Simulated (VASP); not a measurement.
Computed with SCAN meta-GGA, VASP's PBE PAW potentials (set 64) (plane waves; VASP).

A VASP calculation is set up with these files.

### KPOINTS_OPT
```
k-points along high-symmetry lines
10
Line-mode
Reciprocal
  0.000000   0.000000   0.000000 ! GAMMA
  0.500000  -0.500000   0.500000 ! H

  0.500000  -0.500000   0.500000 ! H
  0.000000  -0.000000   0.500000 ! N

  0.000000  -0.000000   0.500000 ! N
  0.000000   0.000000   0.000000 ! GAMMA

  0.000000   0.000000   0.000000 ! GAMMA
  0.250000   0.250000   0.250000 ! P

  0.250000   0.250000   0.250000 ! P
  0.500000  -0.500000   0.500000 ! H

  0.250000   0.250000   0.250000 ! P
  0.000000  -0.000000   0.500000 ! N
```

INCAR:
```
# general
SYSTEM  = Eu
PREC    = Accurate
ENCUT   = 520   # plane-wave cut-off (eV)
LREAL   = F   # projection in real space or not
LASPH   = T   # aspherical one-centre terms

# electronic loop
EDIFF   = 1E-7
NELM    = 100   # most electronic steps
ALGO    = Normal   # blocked Davidson
LMAXMIX = 6
LMIXTAU = T

# smearing
ISMEAR  = -5   # tetrahedra, Bloechl

# functional
METAGGA = SCAN

# ions
ISIF    = 2   # forces and stress, cell fixed

# output
LWAVE   = F
LCHARG  = F
LORBIT  = 11   # lm-projected
NEDOS   = 601
```

### KPOINTS
```
Automatic mesh
0
Gamma
13 13 13
0 0 0
```

**POSCAR**
```
Eu
1
   -2.1825561003     2.1825561003     2.1825561003
    2.1825561003    -2.1825561003     2.1825561003
    2.1825561003     2.1825561003    -2.1825561003
Eu
1
Direct
  0.0000000000   0.0000000000   0.0000000000
```

POTCAR, in this order: Eu_2 (PBE.64 set). Program: vasp_std.

The resulting files:

OSZICAR:
```
       N       E                     dE             d eps       ncg     rms          rms(c)
DAV:   1    -0.293020660617E+02   -0.29302E+02   -0.40407E+03  1344   0.881E+02
DAV:   2    -0.422473189247E+02   -0.12945E+02   -0.12808E+02  1952   0.116E+02
DAV:   3    -0.424953423890E+02   -0.24802E+00   -0.24178E+00  1928   0.118E+01
DAV:   4    -0.424969972622E+02   -0.16549E-02   -0.16442E-02  2032   0.124E+00
DAV:   5    -0.424970042541E+02   -0.69919E-05   -0.69791E-05  1960   0.726E-02    0.815E+00
DAV:   6    -0.420426729051E+02    0.45433E+00   -0.55961E-01  1832   0.854E+00    0.457E+00
DAV:   7    -0.421686825104E+02   -0.12601E+00   -0.17693E-01  1360   0.434E+00    0.673E-01
DAV:   8    -0.420612120771E+02    0.10747E+00   -0.13917E-01  1912   0.402E+00    0.210E-01
DAV:   9    -0.421268575927E+02   -0.65646E-01   -0.27527E-02  1952   0.167E+00    0.187E-01
DAV:  10    -0.421263798400E+02    0.47775E-03   -0.33337E-04  2160   0.206E-01    0.168E-01
DAV:  11    -0.421281877588E+02   -0.18079E-02   -0.13174E-03  2024   0.480E-01    0.100E-01
DAV:  12    -0.421453418335E+02   -0.17154E-01   -0.21608E-02  1344   0.218E+00    0.159E-02
DAV:  13    -0.421447402872E+02    0.60155E-03   -0.11210E-03  1472   0.557E-01    0.229E-02
DAV:  14    -0.421449652796E+02   -0.22499E-03   -0.32447E-05  2280   0.660E-02    0.168E-02
DAV:  15    -0.421450362320E+02   -0.70952E-04   -0.36327E-06  1560   0.302E-02    0.143E-02
DAV:  16    -0.421433863042E+02    0.16499E-02   -0.54484E-03  1408   0.948E-01    0.782E-02
DAV:  17    -0.421435739717E+02   -0.18767E-03   -0.69553E-04  1832   0.321E-01    0.992E-02
DAV:  18    -0.421434252400E+02    0.14873E-03   -0.16445E-04  1344   0.151E-01    0.724E-02
DAV:  19    -0.421433045559E+02    0.12068E-03   -0.42378E-05  2160   0.100E-01    0.405E-02
DAV:  20    -0.421432616340E+02    0.42922E-04   -0.11103E-04  1344   0.119E-01    0.256E-02
DAV:  21    -0.421432055274E+02    0.56107E-04   -0.26126E-05  1360   0.773E-02    0.131E-02
DAV:  22    -0.421432014402E+02    0.40872E-05   -0.75144E-06  1384   0.419E-02    0.167E-02
DAV:  23    -0.421431807719E+02    0.20668E-04   -0.10880E-05  1368   0.454E-02    0.124E-02
DAV:  24    -0.421431788333E+02    0.19386E-05   -0.35429E-06  1384   0.300E-02    0.107E-02
DAV:  25    -0.421431675531E+02    0.11280E-04   -0.54310E-06  1344   0.322E-02    0.540E-03
DAV:  26    -0.421431581166E+02    0.94365E-05   -0.46504E-06  1496   0.256E-02    0.472E-04
DAV:  27    -0.421431562338E+02    0.18828E-05   -0.42515E-07  1696   0.983E-03    0.334E-04
DAV:  28    -0.421431570194E+02   -0.78556E-06   -0.24028E-07  1536   0.706E-03    0.931E-04
DAV:  29    -0.421431578386E+02   -0.81920E-06   -0.80929E-08  1576   0.504E-03    0.685E-04
DAV:  30    -0.421431592249E+02   -0.13863E-05   -0.19934E-07  1344   0.575E-03    0.567E-05
DAV:  31    -0.421431597349E+02   -0.51004E-06   -0.41060E-08  1152   0.281E-03    0.280E-04
DAV:  32    -0.421431595607E+02    0.17419E-06   -0.93962E-09   680   0.119E-03    0.135E-04
DAV:  33    -0.421431594586E+02    0.10210E-06   -0.49199E-09   672   0.989E-04    0.175E-04
DAV:  34    -0.421431593390E+02    0.11962E-06   -0.76814E-10   672   0.552E-04    0.111E-04
DAV:  35    -0.421431592685E+02    0.70540E-07   -0.38340E-10   672   0.347E-04
   1 F= -.42143159E+02 E0= -.42143159E+02  d E =0.000000E+00
       N       E                     dE             ncg
```

### OUTCAR
```
------------------------ aborting loop because EDIFF is reached ----------------------------------------
  FORCE on cell =-STRESS in cart. coord.  units (eV):
  Direction    XX          YY          ZZ          XY          YZ          ZX
  --------------------------------------------------------------------------------------
  Total        0.0397241      0.0397241      0.0397241      0.0000000      0.0000000      0.0000000
  in kB        1.5304140      1.5304140      1.5304140      0.0000000      0.0000000      0.0000000
  external PRESSURE =       1.5304140 kB  Pullay stress =       0.0000000 kB
  volume of cell :       41.59
      direct lattice vectors                 reciprocal lattice vectors
    -2.182556100  2.182556100  2.182556100     0.000000000  0.229089186  0.229089186
     2.182556100 -2.182556100  2.182556100     0.229089186  0.000000000  0.229089186
     2.182556100  2.182556100 -2.182556100     0.229089186  0.229089186  0.000000000
 POSITION                                       TOTAL-FORCE (eV/Angst)
 -----------------------------------------------------------------------------------
      0.00000      0.00000      0.00000        -0.000000      0.000000      0.000000
 -----------------------------------------------------------------------------------
    total drift:                                0.000000      0.000000      0.000000
  FREE ENERGIE OF THE ION-ELECTRON SYSTEM (eV)
  ---------------------------------------------------
  free  energy   TOTEN  =       -42.1431592685 eV

  energy  without entropy=      -42.1431592685  energy(sigma->0) =      -42.14315927

 total charge

# of ion       s       p       d       tot
------------------------------------------
    1        0.434   6.298   0.506   7.238
```
(Selected blocks of OUTCAR.)

File OUTCAR:
```
 val. band max:        1.8298109540   @ k =   0.3077   0.2308   0.0769

 cond. band min:       1.8735648811   @ k =  -0.3846  -0.4615   0.2308


 Fermi energy:         1.8650400944

 k-point     1 :       0.0000    0.0000    0.0000
  band No.  band energies     occupation
      1     -17.0661      2.00000
      2     -17.0659      2.00000
      3     -17.0659      2.00000
      4      -2.1864      2.00000
      5       4.7749      0.00000
      6       4.7750      0.00000
      7       4.7750      0.00000
      8       6.5268      0.00000

 k-point     2 :       0.0769    0.0000    0.0000
  band No.  band energies     occupation
      1     -17.1004      2.00000
      2     -17.0761      2.00000
      3     -17.0662      2.00000
      4      -2.0367      2.00000
      5       4.6433      0.00000
      6       4.6951      0.00000
      7       4.9229      0.00000
      8       6.3201      0.00000

 k-point     3 :       0.1538    0.0000    0.0000
  band No.  band energies     occupation
      1     -17.1939      2.00000
      2     -17.1043      2.00000
      3     -17.0668      2.00000
      4      -1.6092      2.00000
      5       4.3168      0.00000
      6       4.3468      0.00000
      7       5.3605      0.00000
      8       6.1054      0.00000

 k-point     4 :       0.2308    0.0000    0.0000
  band No.  band energies     occupation
      1     -17.3218      2.00000
      2     -17.1435      2.00000
      3     -17.0678      2.00000
      4      -0.9704      2.00000
      5       3.7814      0.00000
      6       3.9254      0.00000
      7       6.0673      0.00000
      8       6.1936      0.00000

 k-point     5 :       0.3077    0.0000    0.0000
  band No.  band energies     occupation
      1     -17.4528      2.00000
      2     -17.1847      2.00000
      3     -17.0689      2.00000
      4      -0.2461      2.00000
      5       3.3014      0.00000
      6       3.5701      0.00000
      7       6.4119      0.00000
...
```

The 4f electrons are frozen in the core of the lanthanide potential, so 4f levels, which can set the real gap, and their magnetism are missing. For a metal the tetrahedron method with Blöchl corrections gives inexact stress and forces.

The compound is Eu in the bcc structure. It was relaxed first, which changed the volume by -13 %.
